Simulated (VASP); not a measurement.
# FCdCl in VASP: further runs

One molecule, FCdCl, is run at these levels: PBE, PBE+TS; tasks: single point, relaxation of the atoms, atomic charges.

Everything below comes from runs of VASP 6.6.1. Logs are shortened: lines on timing, memory, paths and dates and some standing lists are left out, and cuts for length are marked.

## Step 1: Starting point

The cell holds a molecule in a box, 3 atoms: a = 10.000 Å, b = 14.000 Å, c = 10.000 Å, α = 90.00°, β = 90.00°, γ = 90.00°.

## Step 2: Single point, PBE (atoms moved at random, drawn with an rms of 0.05 Å)

Contents of INCAR:

```
PREC = Accurate ; ENCUT = 520
EDIFF = 1E-6 ; ISMEAR = 0
SIGMA = 0.01 ; LREAL = False
LASPH = True ; NELM = 100
ALGO = Normal ; ISIF = 2
LWAVE = False ; LCHARG = False
GGA = PE ; NBANDS = 20
```

Contents of KPOINTS:

```
regular mesh
0
Gamma
  1 1 1
```

Contents of POSCAR:

```
CdClF
1.0
   10.0000000000      0.0000000000      0.0000000000
    0.0000000000     14.0000000000      0.0000000000
    0.0000000000      0.0000000000     10.0000000000
F Cd Cl
1 1 1
Direct
    0.4549640000      0.6441310000      0.4977560000
    0.4975230000      0.5146160000      0.5040640000
    0.5497380000      0.3574920000      0.5078800000
```

Potentials or basis: VASP PAW PBE potentials, release 64 (F, Cd, Cl).

Launch:

```
$ cat potpaw_PBE.64/F/POTCAR potpaw_PBE.64/Cd/POTCAR potpaw_PBE.64/Cl/POTCAR > POTCAR
$ mpirun -np 1 vasp_gam > vasp.out
```

OUTCAR:

```text
PREC = Accurate
   ENCUT = 520
   EDIFF = 1E-6
   ISMEAR = 0
   LREAL = False
   LASPH = True
   NELM = 100
   ISIF = 2
   GGA = PE

 ion  position               nearest neighbor table
   1  0.455  0.644  0.498-   2 1.86
   2  0.498  0.515  0.504-   1 1.86   3 2.26
   3  0.550  0.357  0.508-   2 2.26

  LATTYP: Found a simple tetragonal cell.
 ALAT       =    10.0000000000
 C/A-ratio  =     1.4000000000

  Lattice vectors:

 A1 = ( -10.0000000000,   0.0000000000,   0.0000000000)
 A2 = (   0.0000000000,   0.0000000000,  10.0000000000)
 A3 = (   0.0000000000,  14.0000000000,   0.0000000000)

Analysis of symmetry for initial positions (statically):
=====================================================================
 Subroutine PRICEL returns:
 Original cell was already a primitive cell.

 Routine SETGRP: Setting up the symmetry group for a
 simple tetragonal supercell.

 Subroutine GETGRP returns: Found  1 space group operations
 (whereof  1 operations were pure point group operations)
 out of a pool of 16 trial point group operations.

The static configuration has the point symmetry C_1 .

Analysis of symmetry for dynamics (positions and initial velocities):
=====================================================================
 Subroutine PRICEL returns:
 Original cell was already a primitive cell.

 Routine SETGRP: Setting up the symmetry group for a
 simple tetragonal supercell.

 Subroutine GETGRP returns: Found  1 space group operations
 (whereof  1 operations were pure point group operations)
 out of a pool of 16 trial point group operations.

The dynamic configuration has the point symmetry C_1 .

 Subroutine INISYM returns: Found  1 space group operations
 (whereof  1 operations are pure point group operations),
 and found     1 'primitive' translations

----------------------------------------------------------------------------------------

                                     Primitive cell

  volume of cell :    1400.0000

  direct lattice vectors                    reciprocal lattice vectors
    10.000000000  0.000000000  0.000000000     0.100000000  0.000000000  0.000000000
     0.000000000 14.000000000  0.000000000     0.000000000  0.071428571  0.000000000
     0.000000000  0.000000000 10.000000000     0.000000000  0.000000000  0.100000000

  length of vectors
    10.000000000 14.000000000 10.000000000     0.100000000  0.071428571  0.100000000

  position of ions in fractional coordinates (direct lattice)
     0.454964000  0.644131000  0.497756000
     0.497523000  0.514616000  0.504064000
     0.549738000  0.357492000  0.507880000

  ion indices of the primitive-cell ions
   primitive index   ion index
                 1           1
                 2           2
                 3           3

----------------------------------------------------------------------------------------

 KPOINTS: regular mesh

Automatic generation of k-mesh.
 Grid dimensions read from file:
 generate k-points for:    1    1    1

 Generating k-lattice:

  Cartesian coordinates                     Fractional coordinates (reciprocal lattice)
     0.100000000  0.000000000  0.000000000     1.000000000  0.000000000  0.000000000
     0.000000000  0.071428571  0.000000000     0.000000000  1.000000000  0.000000000
     0.000000000  0.000000000  0.100000000     0.000000000  0.000000000  1.000000000

  Length of vectors
     0.100000000  0.071428571  0.100000000

  Shift w.r.t. Gamma in fractional coordinates (k-lattice)
     0.000000000  0.000000000  0.000000000

 Subroutine IBZKPT returns following result:
 ===========================================

 Found      1 irreducible k-points:

 Following reciprocal coordinates:
            Coordinates               Weight
  0.000000  0.000000  0.000000      1.000000
   k-points           NKPTS =      1   k-points in BZ     NKDIM =      1   number of bands    NBANDS=     20
   number of dos      NEDOS =    301   number of ions     NIONS =      3
   total plane-waves  NPLWV = 691200
   dimension x,y,z NGX =    80 NGY =  108 NGZ =   80
   dimension x,y,z NGXF=   160 NGYF=  216 NGZF=  160
   ions per type =               1   1   1
   NGX,Y,Z   is equivalent  to a cutoff of  13.30, 12.82, 13.30 a.u.
   NGXF,Y,Z  is equivalent  to a cutoff of  26.60, 25.65, 26.60 a.u.
 SYSTEM =  unknown system
   PREC   = accura    normal or accurate (medium, high low for compatibility)
   ISTART =      0    job   : 0-new  1-cont  2-samecut
   ICHARG =      2    charge: 1-file 2-atom 10-const
   ISPIN  =      1    spin polarized calculation?
   LNONCOLLINEAR =      F non collinear calculations
   LSORBIT =      F    spin-orbit coupling
   LASPH  =      T    aspherical Exc in radial PAW
   ENCUT  =  520.0 eV  38.22 Ry    6.18 a.u.  18.59 26.03 18.59*2*pi/ulx,y,z
   NELM   =    100;   NELMIN=  2; NELMDL= -5     # of ELM steps
   EDIFF  = 0.1E-05   stopping-criterion for ELM
   LREAL  =      F    real-space projection
   EDIFFG = 0.1E-04   stopping-criterion for IOM
   NSW    =      0    number of steps for IOM
   IBRION =     -1    ionic relax: 0-MD 1-quasi-New 2-CG
   NFREE  =      0    steps in history (QN), initial steepest desc. (CG)
   ISIF   =      2    stress and relaxation
   ISYM   =      2    0-nonsym 1-usesym 2-fastsym
   POTIM  = 0.5000    time-step for ionic-motion
   TEBEG  =    0.0;   TEEND  =   0.0 temperature during run
   PSTRESS=    0.0 pullay stress
   NELECT =      26.0000    total number of electrons
   NUPDOWN=      -1.0000    fix difference up-down
   EMIN   =  10.00;   EMAX   =-10.00  energy-range for DOS
   EFERMI =   0.00;   METHOD = LEGACY
   ISMEAR =     0;   SIGMA  =   0.01  broadening in eV -4-tet -1-fermi 0-gaus
   EFERMI_NEDOS =   21; number of points for ismear=-14 and -15
   IALGO  =     38    algorithm
   IMIX   =      4    mixing-type and parameters
     AMIX     =   0.40;   BMIX     =  1.00
     AMIX_MAG =   1.60;   BMIX_MAG =  1.00
  volume/ion in A,a.u.               =     466.67      3149.22
  Fermi-wavevector in a.u.,A,eV,Ry     =   0.433534  0.819261  2.557240  0.187952
  Thomas-Fermi vector in A             =   1.403995
   LORBIT       =      0    0 simple, 1 ext, 2 COOP (PROOUT), +10 PAW based schemes
   GGA     = PE    functional components
   LHFCALC =     F    Hartree Fock is set to
   AEXX    =    0.0000 exact exchange contribution
   IVDW    =     0    specifies the selected vdW correction
   LEPSILON=     F    determine dielectric tensor
   LRPA    =     F    only Hartree local field effects (RPA)
 non-spin polarized calculation
 Gauss-broadening in eV      SIGMA  =   0.01
  energy-cutoff  :      520.00
  volume of cell :     1400.00
 maximum number of plane-waves:     18825
 NGX is ok and might be reduce to    80
   NGX = 37   NGY = 53   NGZ = 37

 number of electron      26.0000000 magnetization

 Free energy of the ion-electron system (eV)
  ---------------------------------------------------
  ext. energy  EPLUGINS =         0.00000000
  ---------------------------------------------------
  free energy    TOTEN  =        -7.52733915 eV

  energy without entropy =       -7.52733915  energy(sigma->0) =       -7.52733915

 E-fermi :  -7.3750     XC(G=0):  -0.8771

 val. band max:       -7.4302293275   @ k =   0.0000   0.0000   0.0000
 cond. band min:      -2.7841914986   @ k =   0.0000   0.0000   0.0000
 fundamental gap:      4.6460378289
 Fermi energy:        -7.3750380331

 k-point     1 :       0.0000    0.0000    0.0000
  band No.  band energies     occupation
      1     -27.6916      2.00000
      2     -19.9536      2.00000
      3     -14.1143      2.00000
      4     -13.8225      2.00000
      5     -13.8223      2.00000
      6     -13.6517      2.00000
      7     -13.6517      2.00000
      8      -9.2042      2.00000
      9      -8.9308      2.00000
     10      -8.4329      2.00000
     11      -8.4328      2.00000
     12      -7.4304      2.00000
     13      -7.4302      2.00000
     14      -2.7842      0.00000
     15      -0.9784      0.00000
     16      -0.9757      0.00000
     17       0.0546      0.00000
     18       0.4231      0.00000
     19       0.7850      0.00000
     20       1.0379      0.00000

------------------------ aborting loop because EDIFF is reached ----------------------------------------

  FORCE on cell =-STRESS in cart. coord.  units (eV):
  Direction    XX          YY          ZZ          XY          YZ          ZX
  --------------------------------------------------------------------------------------
  -------------------------------------------------------------------------------------
  Total        0.2061600      4.4391964     -0.0355427     -1.0671526     -0.1546598      0.0365040
  in kB        0.2359320      5.0802713     -0.0406755     -1.2212626     -0.1769946      0.0417756
  external PRESSURE =       1.7585093 kB  Pullay stress =       0.0000000 kB

 VOLUME and BASIS-vectors are now :
 -----------------------------------------------------------------------------
  energy-cutoff  :      520.00
  volume of cell :     1400.00
      direct lattice vectors                 reciprocal lattice vectors
    10.000000000  0.000000000  0.000000000     0.100000000  0.000000000  0.000000000
     0.000000000 14.000000000  0.000000000     0.000000000  0.071428571  0.000000000
     0.000000000  0.000000000 10.000000000     0.000000000  0.000000000  0.100000000

 POSITION                                       TOTAL-FORCE (eV/Angst)
 -----------------------------------------------------------------------------------
      4.54964      9.01783      4.97756        -0.564230      2.376431     -0.067208
      4.97523      7.20462      5.04064         0.543786     -2.292933      0.052211
      5.49738      5.00489      5.07880         0.020444     -0.083498      0.014997
 -----------------------------------------------------------------------------------
    total drift:                               -0.000340     -0.000591     -0.000087

  FREE ENERGIE OF THE ION-ELECTRON SYSTEM (eV)
  ---------------------------------------------------
  free  energy   TOTEN  =        -7.5273391483 eV

  energy  without entropy=       -7.5273391483  energy(sigma->0) =       -7.52733915
```

Run time: 60 s. Hardware: 1 thread of AMD EPYC 9R45 (Zen 5), shared host; peak memory 1.1 GiB.

Results:

* Free energy: -7.5273 eV
* Largest force: 2.443 eV/Å
* Gap between the frontier levels: 4.65 eV

Forces in eV/Å, atoms in the order of the input:
```
F   -0.564  2.376 -0.067
Cd   0.544 -2.293  0.052
Cl   0.020 -0.083  0.015
```

Levels at points of the mesh, in eV from the valence-band top:
```
           k point  band 9  band 10  band 11  band 12  band 13  band 14  band 15  band 16  band 17  band 18
(0.00, 0.00, 0.00)   -1.50    -1.00    -1.00     0.00     0.00     4.65     6.45     6.45     7.48     7.85
```

## Step 3: Relaxation of the atoms, PBE (atoms moved at random, drawn with an rms of 0.02 Å)

Contents of INCAR:

```
  PREC = Accurate
  ENCUT = 520
  EDIFF = 1E-7
  ISMEAR = 0
  SIGMA = 0.01
  LREAL = F
  LASPH = T
  NELM = 80
  ALGO = Fast
  ISIF = 2
  LWAVE = F
  LCHARG = F
  GGA = PE
  IBRION = 2
  NSW = 40
  EDIFFG = -0.02
```

KPOINTS is that of step 2.

Contents of POSCAR:

```
CdClF
1.0
   10.0000000000      0.0000000000      0.0000000000
    0.0000000000     14.0000000000      0.0000000000
    0.0000000000      0.0000000000     10.0000000000
F Cd Cl
1 1 1
Direct
    0.4550280000      0.6458880000      0.5005800000
    0.4967290000      0.5123940000      0.5024790000
    0.5495340000      0.3549210000      0.5077550000
```

Potentials or basis: VASP PAW PBE potentials, release 64 (F, Cd, Cl).

Launch:

```
$ cat potpaw_PBE.64/F/POTCAR potpaw_PBE.64/Cd/POTCAR potpaw_PBE.64/Cl/POTCAR > POTCAR
$ mpirun -np 1 vasp_gam > vasp.out
```

OUTCAR:

```text
PREC = Accurate
   ENCUT = 520
   EDIFF = 1E-7
   ISMEAR = 0
   LREAL = F
   LASPH = T
   NELM = 80
   ISIF = 2
   GGA = PE
   IBRION = 2
   NSW = 40
   EDIFFG = -0.02

 ion  position               nearest neighbor table
   1  0.455  0.646  0.501-   2 1.91
   2  0.497  0.512  0.502-   1 1.91   3 2.27
   3  0.550  0.355  0.508-   2 2.27

  LATTYP: Found a simple tetragonal cell.
 ALAT       =    10.0000000000
 C/A-ratio  =     1.4000000000

  Lattice vectors:

 A1 = ( -10.0000000000,   0.0000000000,   0.0000000000)
 A2 = (   0.0000000000,   0.0000000000,  10.0000000000)
 A3 = (   0.0000000000,  14.0000000000,   0.0000000000)

Analysis of symmetry for initial positions (statically):
=====================================================================
 Subroutine PRICEL returns:
 Original cell was already a primitive cell.

 Routine SETGRP: Setting up the symmetry group for a
 simple tetragonal supercell.

 Subroutine GETGRP returns: Found  1 space group operations
 (whereof  1 operations were pure point group operations)
 out of a pool of 16 trial point group operations.

The static configuration has the point symmetry C_1 .

Analysis of symmetry for dynamics (positions and initial velocities):
[... 144 lines left out ...]

  FORCE on cell =-STRESS in cart. coord.  units (eV):
  Direction    XX          YY          ZZ          XY          YZ          ZX
  --------------------------------------------------------------------------------------
  -------------------------------------------------------------------------------------
  Total        0.0519882      1.8012099     -0.0380881     -0.4267176     -0.0201591      0.0042401
  in kB        0.0594959      2.0613269     -0.0435884     -0.4883409     -0.0230704      0.0048524
  external PRESSURE =       0.6924115 kB  Pullay stress =       0.0000000 kB
[... 92 lines left out ...]
  FREE ENERGIE OF THE ION-ELECTRON SYSTEM (eV)
  ---------------------------------------------------
  free  energy   TOTEN  =        -7.6329125135 eV

  energy  without entropy=       -7.6329125135  energy(sigma->0) =       -7.63291251

[... ionic steps 4 to 11 ...]

--------------------------------------- Ionic step       12  -------------------------------------------

 number of electron      25.9999998 magnetization

------------------------ aborting loop because EDIFF is reached ----------------------------------------
[... 69 lines left out ...]
--------------------------------------- Ionic step       14  -------------------------------------------

 number of electron      25.9999996 magnetization

 Free energy of the ion-electron system (eV)
  ---------------------------------------------------
  ext. energy  EPLUGINS =         0.00000000
  ---------------------------------------------------
  free energy    TOTEN  =        -7.63683930 eV

  energy without entropy =       -7.63683930  energy(sigma->0) =       -7.63683930

 E-fermi :  -7.3925     XC(G=0):  -0.8938

 val. band max:       -7.5088691539   @ k =   0.0000   0.0000   0.0000
 cond. band min:      -3.1141939814   @ k =   0.0000   0.0000   0.0000
 fundamental gap:      4.3946751725
 Fermi energy:        -7.3925284819

 k-point     1 :       0.0000    0.0000    0.0000
  band No.  band energies     occupation
      1     -27.1872      2.00000
      2     -20.0306      2.00000
      3     -14.0417      2.00000
      4     -13.8280      2.00000
      5     -13.8278      2.00000
      6     -13.7651      2.00000
[... 9 lines left out ...]
     16      -1.0910      0.00000
     17      -0.0060      0.00000
[... 28 lines left out ...]
  FREE ENERGIE OF THE ION-ELECTRON SYSTEM (eV)
  ---------------------------------------------------
  free  energy   TOTEN  =        -7.6368392965 eV

  energy  without entropy=       -7.6368392965  energy(sigma->0) =       -7.63683930

 reached required accuracy - stopping structural energy minimisation
```

OSZICAR:

```text
N       E                     dE             d eps       ncg     rms          rms(c)
DAV:   1     0.320253293218E+03    0.32025E+03   -0.65251E+03    34   0.935E+02
DAV:   2     0.887388875722E+02   -0.23151E+03   -0.21941E+03    51   0.190E+02
DAV:   3    -0.390539051261E+01   -0.92644E+02   -0.92275E+02    44   0.148E+02
[... 202 lines left out ...]
DAV:   1    -0.763682362241E+01   -0.10535E-04   -0.10597E-02    34   0.866E-01    0.250E-02
RMM:   2    -0.763683824389E+01   -0.14621E-04   -0.16880E-04    34   0.110E-01    0.136E-02
RMM:   3    -0.763683901128E+01   -0.76739E-06   -0.14971E-05    34   0.364E-02    0.713E-03
RMM:   4    -0.763683933501E+01   -0.32373E-06   -0.29715E-06    35   0.140E-02    0.235E-03
RMM:   5    -0.763683929645E+01    0.38555E-07   -0.53468E-07    27   0.565E-03
  14 F= -.76368393E+01 E0= -.76368393E+01  d E =-.261609E-04
```

Wall time 7.3 min (1 thread of AMD EPYC 9R45 (Zen 5), shared host); peak memory 1.3 GiB.

What came out:

```yaml
Free_energy: -7.6368 eV
Energy_gained_by_relaxing: 7.5 meV/atom
Ionic_steps: 14
Largest_force_after_relaxing: 0.016 eV/Å
Gap_between_the_frontier_levels: 4.39 eV
```

Forces in eV/Å, atoms in the order of the input:
```
F   -0.001 -0.012 -0.001
Cd   0.002 -0.004  0.001
Cl  -0.001  0.016  0.000
```

The path:
| step | energy change (eV) | largest force (eV/Å) | pressure (GPa) |
| --- | --- | --- | --- |
| 1 | 0.0000 | 1.0021 | 0.07 |
| 2 | 0.0186 | 1.6322 | -0.01 |
| 3 | -0.0185 | 0.2974 | 0.03 |
| 4 | -0.0220 | 0.0637 | 0.00 |
| 5 | -0.0222 | 0.0334 | -0.01 |
| 6 | -0.0222 | 0.0316 | 0.00 |
| 7 | -0.0222 | 0.0317 | -0.01 |
| 8 | -0.0222 | 0.0451 | -0.01 |
| 9 | -0.0223 | 0.0405 | -0.01 |
| 10 | -0.0223 | 0.0325 | -0.01 |
| 11 | -0.0224 | 0.0242 | -0.01 |
| 12 | -0.0224 | 0.0422 | -0.01 |
| 13 | -0.0224 | 0.0245 | -0.01 |
| 14 | -0.0224 | 0.0157 | -0.01 |

Final structure:
```
F Cd Cl
1.0
    10.00000    0.00000    0.00000
     0.00000   14.00000    0.00000
     0.00000    0.00000   10.00000
F Cd Cl
1 1 1
Direct
  0.45354 0.64800 0.50005
  0.49815 0.51158 0.50337
  0.54960 0.35363 0.50740
```

[end of part 1 of 2]
